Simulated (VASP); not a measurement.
Data:

```xyz
64
Lattice="7.1466 0.0000 0.0000 0.0000 7.1466 0.0000 0.0000 0.0000 7.1466" Properties=species:S:1:pos:R:3 pbc="T T T"
C      3.5733     0.0000     0.0000
C      4.4666     0.8933     0.8933
C      5.3599     1.7866     0.0000
C      6.2532     2.6800     0.8933
C      5.3599     0.0000     1.7866
C      6.2532     0.8933     2.6800
C      0.0000     0.0000     0.0000
C      0.8933     0.8933     0.8933
C      1.7866     1.7866     0.0000
C      2.7073     2.6848     0.8591
C      3.5733     3.5733     0.0000
C      4.4883     4.4181     0.8946
C      5.3599     5.3599     0.0000
C      6.2532     6.2532     0.8933
C      1.7866     0.0000     1.7866
C      2.7141     0.9039     2.6755
C      3.5936     1.8359     1.8003
C      4.4183     2.6439     2.6945
C      5.3103     3.5304     1.7935
C      6.2702     4.5014     2.6554
C      3.5733     0.0000     3.5733
C      4.5162     0.8533     4.4963
C      5.3173     1.7648     3.5318
C      6.2942     2.7022     4.4951
C      5.3599     0.0000     5.3599
C      6.2532     0.8933     6.2532
C      0.0000     3.5733     0.0000
C      0.8933     4.4666     0.8933
C      1.7866     5.3599     0.0000
C      2.6800     6.2532     0.8933
C      0.0000     1.7866     1.7866
C      0.9001     2.6810     2.6806
C      1.7826     3.5777     1.7943
C      2.6334     4.4364     2.6562
C      3.5882     5.4078     1.8083
C      4.4857     6.2510     2.6938
C      0.0000     0.0000     3.5733
C      0.8933     0.8933     4.4666
C      1.7388     1.7477     3.5478
C      2.7155     2.6309     4.4290
C      4.4952     4.4367     4.4608
C      5.3924     5.3553     3.5838
C      6.2532     6.2532     4.4666
C      1.7866     0.0000     5.3599
C      2.6800     0.8933     6.2532
C      3.6136     1.7886     5.4037
C      4.4652     2.6482     6.2206
C      5.3405     3.5471     5.3500
C      6.2532     4.4666     6.2532
C      0.0000     5.3599     1.7866
C      0.8933     6.2532     2.6800
C      0.0000     3.5733     3.5733
C      0.8450     4.5086     4.4411
C      1.7584     5.3474     3.5667
C      2.6487     6.2364     4.4929
C      0.0000     1.7866     5.3599
C      0.8933     2.6800     6.2532
C      1.7414     3.5526     5.3146
C      2.7214     4.4701     6.2554
C      3.6109     5.4007     5.3551
C      4.4666     6.2532     6.2532
C      0.0000     5.3599     5.3599
C      0.8933     6.2532     6.2532
Al     3.5523     3.5773     3.5346
```
Cell charge -1.

These are PBE GGA, VASP's PBE PAW potentials (set 64) (plane waves; VASP) values and carry that method's errors. Settings: PREC = Normal, LREAL = Auto, ISYM = 0, NELECT = 256.0, EDIFF = 1E-5, 400 eV cut-off, 1×1×1 Γ-centred mesh, Gaussian smearing of 0.050 eV, potentials C Al.

At this cut-off the stress carries a Pulay error, which pulls relaxed volumes low. The cell is charged, with a uniform compensating background. The supercell is sampled at Γ alone, which is coarse: total energies, pressure and levels can be off, energies of defects by several tenths of an eV.

Q: The ions are relaxed. Give the cell that the relaxation ends in.

A: 
```xyz
64
Lattice="7.1466 0.0000 0.0000 0.0000 7.1466 0.0000 0.0000 0.0000 7.1466" Properties=species:S:1:pos:R:3 pbc="T T T"
C      3.5741     7.1438     7.1443
C      4.4604     0.8703     0.8709
C      5.3616     1.7824     7.1388
C      6.2741     2.6837     0.8708
C      5.3611     7.1381     1.7837
C      6.2738     0.8705     2.6849
C      0.0009     7.1431     7.1440
C      0.8961     0.8927     0.8937
C      1.7861     1.7825     0.0039
C      2.6826     2.6793     0.8897
C      3.5739     3.5698     7.1447
C      4.4649     4.4615     0.8895
C      5.3615     5.3579     0.0036
C      6.2512     6.2478     0.8937
C      1.7858     0.0032     1.7835
C      2.6829     0.8889     2.6800
C      3.5971     1.7550     1.7554
C      4.5998     2.5444     2.5446
C      5.3894     3.5474     1.7555
C      6.2557     4.4616     2.6802
C      3.5740     7.1435     3.5710
C      4.4648     0.8890     4.4623
C      5.3890     1.7553     3.5481
C      6.2555     2.6797     4.4625
C      5.3616     0.0030     5.3587
C      6.2515     0.8925     6.2488
C      0.0005     3.5700     7.1442
C      0.8731     4.4570     0.8706
C      1.7861     5.3580     7.1381
C      2.6868     6.2710     0.8705
C      0.0062     1.7828     1.7837
C      0.8922     2.6795     2.6800
C      1.7576     3.5937     1.7552
C      2.5467     4.5969     2.5439
C      3.5503     5.3860     1.7554
C      4.4645     6.2520     2.6800
C      0.0004     7.1440     3.5712
C      0.8737     0.8702     4.4575
C      1.7586     1.7551     3.5941
C      2.5477     2.5438     4.5976
C      4.6004     4.5968     4.5977
C      5.3894     5.3857     3.5943
C      6.2741     6.2706     4.4577
C      1.7865     7.1379     5.3585
C      2.6875     0.8700     6.2715
C      3.5511     1.7548     5.3872
C      4.4651     2.6792     6.2530
C      5.3893     3.5935     5.3867
C      6.2741     4.4572     6.2712
C      7.1410     5.3579     1.7836
C      0.8732     6.2710     2.6844
C      0.0007     3.5702     3.5713
C      0.8924     4.4615     4.4622
C      1.7580     5.3862     3.5475
C      2.6829     6.2520     4.4620
C      7.1414     1.7825     5.3587
C      0.8736     2.6834     6.2716
C      1.7585     3.5467     5.3871
C      2.6830     4.4611     6.2531
C      3.5971     5.3858     5.3867
C      4.4607     6.2706     6.2714
C      0.0068     5.3579     5.3585
C      0.8965     6.2478     6.2482
Al     3.5733     3.5711     3.5706
```
Cell charge -1.

Q: How much energy does the relaxation gain?

A: The energy (σ→0) changes by -131.4 meV/atom, in 17 ionic steps.

```tsv
step	E(σ→0) (eV)	max force (eV/Å)	pressure (GPa)	volume (Å³)
1	-544.6388	17.636	22.36	365.00
2	-528.6091	11.563	25.21	365.00
3	-546.3770	10.446	18.16	365.00
4	-551.5845	5.435	16.73	365.00
5	-552.1714	2.476	17.02	365.00
6	-552.1875	2.434	16.92	365.00
7	-551.9076	3.676	17.78	365.00
8	-552.9229	0.898	16.86	365.00
9	-552.9738	1.374	16.99	365.00
10	-553.0167	0.437	16.91	365.00
11	-553.0345	0.301	16.89	365.00
12	-553.0374	0.150	16.89	365.00
13	-553.0432	0.095	16.92	365.00
14	-553.0432	0.096	16.92	365.00
15	-553.0453	0.084	16.91	365.00
16	-553.0453	0.070	16.91	365.00
17	-553.0458	0.028	16.90	365.00
```

The cell is a supercell with a defect, built from C (diamond): Al_C, charge -1. The run is not spin-polarised, so no state with unpaired spins was tried.
